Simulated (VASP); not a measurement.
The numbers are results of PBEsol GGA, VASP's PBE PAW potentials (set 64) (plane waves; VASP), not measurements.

A VASP calculation is set up with these files.

KPOINTS:
```
Automatic mesh
0
Gamma
11 11 11
0 0 0
```

INCAR:
```
! general
SYSTEM   =  LuHg
PREC     =  Accurate
ENCUT    =  400
LREAL    =  .False.
LASPH    =  .True.

! electronic loop
EDIFF    =  1E-7
NELM     =  200
ALGO     =  All
LMAXMIX  =  6

! smearing
ISMEAR   =  0
SIGMA    =  0.05

! functional
GGA      =  PS

! ions
ISIF     =  2

! output
LWAVE    =  .False.
LCHARG   =  .True.
LORBIT   =  11
NEDOS    =  601
```

File POSCAR:
```
LuHg
1.0
  3.5850366455   0.0000000000   0.0000000000
  0.0000000000   3.5850366455   0.0000000000
  0.0000000000   0.0000000000   3.5850366455
Hg Lu
1 1
Cartesian
  0.0000000000   0.0000000000   0.0000000000
  1.7925183227   1.7925183227   1.7925183227
```

POTCAR, in this order: Hg Lu_3 (PBE.64 set). Program: vasp_std.

Output

OUTCAR:
```
 ion  position               nearest neighbor table
   1  0.000  0.000  0.000-   2 3.10   2 3.10   2 3.10   2 3.10   2 3.10   2 3.10   2 3.10   2 3.10
  LATTYP: Found a simple cubic cell.
 ALAT       =     3.5850366455
 Subroutine PRICEL returns:
 Original cell was already a primitive cell.
 Subroutine GETGRP returns: Found 48 space group operations
The static configuration has the point symmetry O_h .
The dynamic configuration has the point symmetry O_h .
 Subroutine INISYM returns: Found 48 space group operations
 Subroutine IBZKPT returns following result:
 Found     56 irreducible k-points:

 Following reciprocal coordinates:
            Coordinates               Weight
  0.000000  0.000000  0.000000      1.000000
  0.090909  0.000000  0.000000      6.000000
  0.181818  0.000000  0.000000      6.000000
  0.272727  0.000000  0.000000      6.000000
  0.363636  0.000000  0.000000      6.000000
  0.454545  0.000000  0.000000      6.000000
  0.090909  0.090909  0.000000     12.000000
  0.181818  0.090909  0.000000     24.000000
  0.272727  0.090909  0.000000     24.000000
  0.363636  0.090909  0.000000     24.000000
  0.454545  0.090909  0.000000     24.000000
  0.181818  0.181818  0.000000     12.000000
  0.272727  0.181818  0.000000     24.000000
  0.363636  0.181818  0.000000     24.000000
  0.454545  0.181818  0.000000     24.000000
  0.272727  0.272727  0.000000     12.000000
  0.363636  0.272727  0.000000     24.000000
  0.454545  0.272727  0.000000     24.000000
  0.363636  0.363636  0.000000     12.000000
  0.454545  0.363636  0.000000     24.000000
  0.454545  0.454545  0.000000     12.000000
  0.090909  0.090909  0.090909      8.000000
  0.181818  0.090909  0.090909     24.000000
  0.272727  0.090909  0.090909     24.000000
  0.363636  0.090909  0.090909     24.000000
  0.454545  0.090909  0.090909     24.000000
  0.181818  0.181818  0.090909     24.000000
  0.272727  0.181818  0.090909     48.000000
  0.363636  0.181818  0.090909     48.000000
  0.454545  0.181818  0.090909     48.000000
  0.272727  0.272727  0.090909     24.000000
  0.363636  0.272727  0.090909     48.000000
  0.454545  0.272727  0.090909     48.000000
  0.363636  0.363636  0.090909     24.000000
  0.454545  0.363636  0.090909     48.000000
  0.454545  0.454545  0.090909     24.000000
  0.181818  0.181818  0.181818      8.000000
  0.272727  0.181818  0.181818     24.000000
  0.363636  0.181818  0.181818     24.000000
  0.454545  0.181818  0.181818     24.000000
   k-points           NKPTS =     56   k-points in BZ     NKDIM =     56   number of bands    NBANDS=     14
   number of dos      NEDOS =    601   number of ions     NIONS =      2
   total plane-waves  NPLWV =  13824
   dimension x,y,z NGX =    24 NGY =   24 NGZ =   24
   dimension x,y,z NGXF=    48 NGYF=   48 NGZF=   48
   ions per type =               1   1
   PREC   = accura    normal or accurate (medium, high low for compatibility)
   ISTART =      0    job   : 0-new  1-cont  2-samecut
   ICHARG =      2    charge: 1-file 2-atom 10-const
   ISPIN  =      1    spin polarized calculation?
   LNONCOLLINEAR =      F non collinear calculations
   LSORBIT =      F    spin-orbit coupling
   INIWAV =      1    electr: 0-lowe 1-rand  2-diag
   ENCUT  =  400.0 eV  29.40 Ry    5.42 a.u.   5.85  5.85  5.85*2*pi/ulx,y,z
   NELM   =    200;   NELMIN=  2; NELMDL= -5     # of ELM steps
   EDIFF  = 0.1E-06   stopping-criterion for ELM
   LREAL  =      F    real-space projection
   NLSPLINE    = F    spline interpolate recip. space projectors
   LMAXMIX     =    6 max onsite mixed and CHGCAR
   VOSKOWN=      0    Vosko Wilk Nusair interpolation
...
```

**OSZICAR**
```
       N       E                     dE             d eps       ncg     rms           ort
DAV:   1     0.858463173063E+02    0.85846E+02   -0.92271E+03   784   0.151E+03
DAV:   2    -0.437720526861E+01   -0.90224E+02   -0.88176E+02   784   0.533E+02
DAV:   3    -0.693290951595E+01   -0.25557E+01   -0.25428E+01   784   0.669E+01
DAV:   4    -0.696816041305E+01   -0.35251E-01   -0.35222E-01   784   0.472E+00
DAV:   5    -0.696867783140E+01   -0.51742E-03   -0.51738E-03   784   0.627E-01
SDA:   6    -0.600975408784E+01    0.95892E+00   -0.51738E-03   784   0.378E+01   0.000E+00
CGA:   7    -0.628956773114E+01   -0.27981E+00   -0.28883E+00   784   0.655E+01  -0.833E-01
CGA:   8    -0.656653097852E+01   -0.27696E+00   -0.27707E+00   784   0.808E-01   0.114E-02
CGA:   9    -0.656938174090E+01   -0.28508E-02   -0.28503E-02   784   0.605E-01   0.377E-04
CGA:  10    -0.658081299485E+01   -0.11431E-01   -0.11410E-01   784   0.241E+00   0.528E-03
CGA:  11    -0.659216613729E+01   -0.11353E-01   -0.11354E-01   784   0.854E-02   0.306E-03
CGA:  12    -0.659254360582E+01   -0.37747E-03   -0.37747E-03   784   0.519E-02   0.124E-04
CGA:  13    -0.659333679238E+01   -0.79319E-03   -0.79296E-03   784   0.996E-02   0.169E-04
CGA:  14    -0.659392642612E+01   -0.58963E-03   -0.59037E-03   784   0.737E-03   0.154E-04
CGA:  15    -0.659397329184E+01   -0.46866E-04   -0.46936E-04   784   0.568E-03   0.144E-05
CGA:  16    -0.659409259307E+01   -0.11930E-03   -0.11896E-03   784   0.101E-02   0.428E-05
CGA:  17    -0.659415830200E+01   -0.65709E-04   -0.65815E-04   784   0.837E-04   0.270E-05
CGA:  18    -0.659416433640E+01   -0.60344E-05   -0.60140E-05   784   0.577E-04  -0.353E-06
CGA:  19    -0.659418133863E+01   -0.17002E-04   -0.17566E-04   784   0.134E-03  -0.307E-05
CGA:  20    -0.659419072114E+01   -0.93825E-05   -0.92879E-05   784   0.206E-04  -0.142E-05
CGA:  21    -0.659419217055E+01   -0.14494E-05   -0.14503E-05   784   0.904E-05   0.723E-08
CGA:  22    -0.659419414984E+01   -0.19793E-05   -0.19141E-05   784   0.175E-04   0.776E-06
CGA:  23    -0.659419733445E+01   -0.31846E-05   -0.31418E-05   784   0.713E-05   0.145E-05
CGA:  24    -0.659419801610E+01   -0.68164E-06   -0.69397E-06   784   0.199E-05   0.241E-06
CGA:  25    -0.659419846071E+01   -0.44461E-06   -0.44993E-06   784   0.353E-05  -0.570E-07
CGA:  26    -0.659419928259E+01   -0.82188E-06   -0.84736E-06   784   0.261E-05  -0.247E-06
CGA:  27    -0.659419951820E+01   -0.23561E-06   -0.23376E-06   784   0.740E-06  -0.325E-07
CGA:  28    -0.659419963113E+01   -0.11293E-06   -0.11247E-06   784   0.917E-06   0.566E-07
CGA:  29    -0.659419989654E+01   -0.26541E-06   -0.24682E-06   784   0.836E-06   0.187E-06
CGA:  30    -0.659420002959E+01   -0.13305E-06   -0.13483E-06   784   0.200E-06   0.823E-07
CGA:  31    -0.659420006699E+01   -0.37402E-07   -0.37596E-07   784   0.169E-06  -0.261E-08
   1 F= -.65942001E+01 E0= -.65938395E+01  d E =-.721139E-03
```

### OUTCAR
```
------------------------ aborting loop because EDIFF is reached ----------------------------------------
  FORCE on cell =-STRESS in cart. coord.  units (eV):
  Direction    XX          YY          ZZ          XY          YZ          ZX
  --------------------------------------------------------------------------------------
  Total       -0.0044923     -0.0044923     -0.0044923     -0.0000000     -0.0000000      0.0000000
  in kB       -0.1562052     -0.1562052     -0.1562052     -0.0000000     -0.0000000      0.0000000
  external PRESSURE =      -0.1562052 kB  Pullay stress =       0.0000000 kB
  volume of cell :       46.08
      direct lattice vectors                 reciprocal lattice vectors
     3.585036645  0.000000000  0.000000000     0.278937177  0.000000000  0.000000000
     0.000000000  3.585036645  0.000000000     0.000000000  0.278937177  0.000000000
     0.000000000  0.000000000  3.585036645     0.000000000  0.000000000  0.278937177
 POSITION                                       TOTAL-FORCE (eV/Angst)
 -----------------------------------------------------------------------------------
      0.00000      0.00000      0.00000         0.000000      0.000000      0.000000
      1.79252      1.79252      1.79252         0.000000      0.000000      0.000000
 -----------------------------------------------------------------------------------
    total drift:                                0.000000      0.000000     -0.000000
  FREE ENERGIE OF THE ION-ELECTRON SYSTEM (eV)
  ---------------------------------------------------
  free  energy   TOTEN  =        -6.5942000670 eV

  energy  without entropy=       -6.5934789282  energy(sigma->0) =       -6.59383950

 total charge

# of ion       s       p       d       tot
------------------------------------------
    1        0.890   0.551   9.196  10.636
    2        0.416   6.541   0.883   7.840
--------------------------------------------------
tot          1.306   7.092  10.078  18.476
```
(Selected blocks of OUTCAR.)

OUTCAR:
```
 val. band max:        3.8994420338   @ k =   0.1818   0.1818   0.0909

 cond. band min:       4.0204485258   @ k =   0.4545   0.2727   0.0909


 Fermi energy:         3.9880016037

 k-point     1 :       0.0000    0.0000    0.0000
  band No.  band energies     occupation
      1     -23.3428      2.00000
      2     -23.3428      2.00000
      3     -23.3428      2.00000
      4      -4.9931      2.00000
      5      -4.1185      2.00000
      6      -4.1185      2.00000
      7      -3.4099      2.00000
      8      -3.4099      2.00000
      9      -3.4099      2.00000
     10       4.4365      0.00000
     11       4.4365      0.00000
     12       8.5398      0.00000
     13       8.5300      0.00000
     14       8.5388      0.00000

 k-point     2 :       0.0909    0.0000    0.0000
  band No.  band energies     occupation
      1     -23.3592      2.00000
      2     -23.3417      2.00000
      3     -23.3417      2.00000
      4      -4.8631      2.00000
      5      -4.1036      2.00000
      6      -4.0695      2.00000
      7      -3.4220      2.00000
      8      -3.4220      2.00000
      9      -3.4036      2.00000
     10       4.3507      0.00000
     11       4.4107      0.00000
     12       7.5165      0.00000
     13       7.5165      0.00000
     14       7.8660      0.00000

 k-point     3 :       0.1818    0.0000    0.0000
  band No.  band energies     occupation
      1     -23.4029      2.00000
      2     -23.3388      2.00000
      3     -23.3388      2.00000
      4      -4.5002      2.00000
      5      -4.0630      2.00000
      6      -3.9138      2.00000
      7      -3.4541      2.00000
      8      -3.4541      2.00000
      9      -3.3867      2.00000
     10       3.8093      2.00000
     11       4.3402      0.00000
     12       6.6523      0.00000
     13       6.6523      0.00000
     14       7.2386      0.00000

 k-point     4 :       0.2727    0.0000    0.0000
  band No.  band energies     occupation
...
```

The all-band solver leaves the empty bands unoptimised. Unless said otherwise, spin-orbit coupling is left out, though it shifts the bands of the heavy elements here.

The structure comes from a measured LuHg entry (Pm-3m) of the Crystallography Open Database, whose conditions weren't checked. It was relaxed first. The electron count is odd and the run is not spin-polarised, which forces a metal.
